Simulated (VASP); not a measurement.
A VASP calculation is set up with these files.

**POSCAR**
```
Ho
1
    1.7900000000    -3.1003710000     0.0000000000
    1.7900000000     3.1003710000     0.0000000000
    0.0000000000     0.0000000000     5.6200000000
Ho
2
Direct
  0.3333330000   0.6666670000   0.2500000000
  0.6666670000   0.3333330000   0.7500000000
```

**INCAR**
```
SYSTEM = Ho
PREC = Accurate
ENCUT = 400
EDIFF = 1E-6
NELM = 6
ALGO = Normal
LREAL = .FALSE.
LASPH = .TRUE.
ISMEAR = 1
SIGMA = 0.1
GGA = PE
LMAXMIX = 6
LWAVE = .FALSE.
LCHARG = .FALSE.
ISIF = 2
```

**KPOINTS**
```
Automatic mesh
0
Gamma
9 9 5
0 0 0
```

POTCAR, in this order: Ho_3 (PBE.64 set). Program: vasp_std.

The resulting files:

### standard output
```
 POSCAR found type information on POSCAR Ho
 POSCAR found :  1 types and       2 ions
 Reading from existing POTCAR
 Reading from existing POTCAR
 LDA part: xc-table for (Slater+PW92), standard interpolation
 POSCAR, INCAR and KPOINTS ok, starting setup
 WAVECAR not read
 entering main loop
       N       E                     dE             d eps       ncg     rms          rms(c)
DAV:   1     0.567315229450E+02    0.56732E+02   -0.76982E+03  1152   0.108E+03
DAV:   2    -0.519376242429E+01   -0.61925E+02   -0.60738E+02  1370   0.448E+02
DAV:   3    -0.882232577018E+01   -0.36286E+01   -0.34844E+01  1563   0.788E+01
DAV:   4    -0.900960281955E+01   -0.18728E+00   -0.17591E+00  1647   0.115E+01
DAV:   5    -0.901440545734E+01   -0.48026E-02   -0.47954E-02  1546   0.160E+00    0.240E+01
DAV:   6    -0.901609303791E+01   -0.16876E-02   -0.24731E-02  1558   0.206E+00

 -----------------------------------------------------------------------------
|                                                                             |
|           W    W    AA    RRRRR   N    N  II  N    N   GGGG   !!!           |
|           W    W   A  A   R    R  NN   N  II  NN   N  G    G  !!!           |
|           W    W  A    A  R    R  N N  N  II  N N  N  G       !!!           |
|           W WW W  AAAAAA  RRRRR   N  N N  II  N  N N  G  GGG   !            |
|           WW  WW  A    A  R   R   N   NN  II  N   NN  G    G                |
|           W    W  A    A  R    R  N    N  II  N    N   GGGG   !!!           |
|                                                                             |
|     The electronic self-consistency was not achieved in the given           |
|     number of steps (NELM). The forces and other quantities evaluated       |
|     might not be reliable so examine the results carefully. If you find     |
|     spurious results, we suggest increasing NELM, if you were close to      |
|     convergence or switching to a different ALGO or adjusting the           |
|     density mixing parameters otherwise.                                    |
|                                                                             |
 -----------------------------------------------------------------------------

   1 F= -.90160930E+01 E0= -.90165186E+01  d E =0.127658E-02
```

File OUTCAR:
```
------------------------ aborting loop EDIFF was not reached (unconverged)  ----------------------------
  FORCE on cell =-STRESS in cart. coord.  units (eV):
  Direction    XX          YY          ZZ          XY          YZ          ZX
  --------------------------------------------------------------------------------------
  Total       -1.1122502     -1.1122502     -1.5001976      0.0000000      0.0000000      0.0000000
  in kB      -28.5680148    -28.5680158    -38.5323995      0.0000000      0.0000000      0.0000000
  external PRESSURE =     -31.8894767 kB  Pullay stress =       0.0000000 kB
  volume of cell :       62.38
      direct lattice vectors                 reciprocal lattice vectors
     1.790000000 -3.100371000  0.000000000     0.279329609 -0.161271022  0.000000000
     1.790000000  3.100371000  0.000000000     0.279329609  0.161271022  0.000000000
     0.000000000  0.000000000  5.620000000     0.000000000  0.000000000  0.177935943
 POSITION                                       TOTAL-FORCE (eV/Angst)
 -----------------------------------------------------------------------------------
      1.79000      1.03346      1.40500         0.000000     -0.000000      0.000000
      1.79000     -1.03346      4.21500        -0.000000      0.000000      0.000000
 -----------------------------------------------------------------------------------
    total drift:                               -0.000002      0.000059     -0.000007
  FREE ENERGIE OF THE ION-ELECTRON SYSTEM (eV)
  ---------------------------------------------------
  free  energy   TOTEN  =        -9.0160930379 eV

  energy  without entropy=       -9.0173696227  energy(sigma->0) =       -9.01651857
```
(Selected blocks of OUTCAR.)

Q: Read input and log: which fault does this run have?
A) NELM is too small, so the electronic loop ends before EDIFF is met
B) EDIFFG is positive, so the stop tests the energy change and not the forces
C) a line-mode KPOINTS file was used for a self-consistent run
D) the mesh has unequal divisions along equivalent axes and breaks the lattice's symmetry

A: A, NELM is too small, so the electronic loop ends before EDIFF is met. The run did not converge; its last values are not results. Against the sound run, the energy per atom (σ→0) increases by 0.004 eV/atom; the pressure falls by 3.39 GPa.

To mend it, set NELM = 100.

The mended run (PBE GGA, plane waves, VASP's PBE PAW potentials (set 64)) converges, and its OSZICAR ends with
```
   1 F= -.90247287E+01 E0= -.90252017E+01  d E =0.141903E-02
```

The compound is Ho in the hcp structure. The cell was not relaxed at this level. The 4f electrons are frozen in the core of the lanthanide potential, so 4f levels, which can set the real gap, and their magnetism are missing.
